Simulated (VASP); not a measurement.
```
Cd3ZnS4
1.0
    0.00000     2.84918     2.84918
    2.84918     0.00000     2.84918
   11.45017    11.45017    -0.05344
Zn S Cd
1 4 3
Direct
  0.99910   0.99910   0.00068
  0.26727   0.26727   0.04954
  0.25401   0.25401   0.30949
  0.24229   0.24229   0.56828
  0.23182   0.23182   0.82614
  0.01368   0.01368   0.23974
  0.00167   0.00167   0.49874
  0.99016   0.99016   0.75738
```

These are PBEsol GGA, VASP's PBE PAW potentials (set 64) (plane waves; VASP 6.6.1) values and carry that method's errors. Settings: 400 eV cut-off, Gaussian smearing of 0.050 eV, potentials Zn S Cd.

Question: Give the energies of bands 27 to 40 at the high-symmetry points, in eV from the valence-band maximum.

Answer: 
| band | Γ | T | H2 | L | S0 | F |
|---|---|---|---|---|---|---|
| 27 | -2.72 | -1.25 | -4.14 | -4.15 | -4.14 | -4.11 |
| 28 | -1.01 | -1.14 | -4.10 | -4.00 | -4.10 | -4.04 |
| 29 | -1.01 | -0.99 | -2.96 | -2.34 | -2.96 | -2.26 |
| 30 | -0.51 | -0.99 | -2.74 | -2.28 | -2.71 | -2.20 |
| 31 | -0.51 | -0.62 | -2.59 | -2.12 | -2.64 | -2.17 |
| 32 | -0.36 | -0.62 | -2.46 | -1.74 | -2.44 | -2.08 |
| 33 | -0.36 | -0.20 | -1.70 | -1.48 | -1.74 | -1.53 |
| 34 | -0.12 | -0.20 | -1.66 | -1.38 | -1.62 | -1.35 |
| 35 | 0.00 | -0.08 | -1.53 | -1.05 | -1.55 | -0.89 |
| 36 | 0.00 | -0.08 | -1.47 | -0.92 | -1.45 | -0.78 |
| 37 | 1.11 | 1.91 | 4.25 | 3.25 | 4.19 | 2.84 |
| 38 | 2.51 | 2.01 | 4.30 | 3.50 | 4.44 | 3.23 |
| 39 | 2.94 | 2.81 | 4.65 | 3.72 | 4.52 | 3.78 |
| 40 | 3.10 | 3.19 | 4.86 | 3.80 | 4.91 | 4.29 |

The gap is direct, 1.11 eV, from the valence maximum at Γ to the conduction minimum at Γ.

The structure was generated: Cd3ZnS4 was put into an ordered model structure (R3m), which need not be its known phase. It was relaxed first.
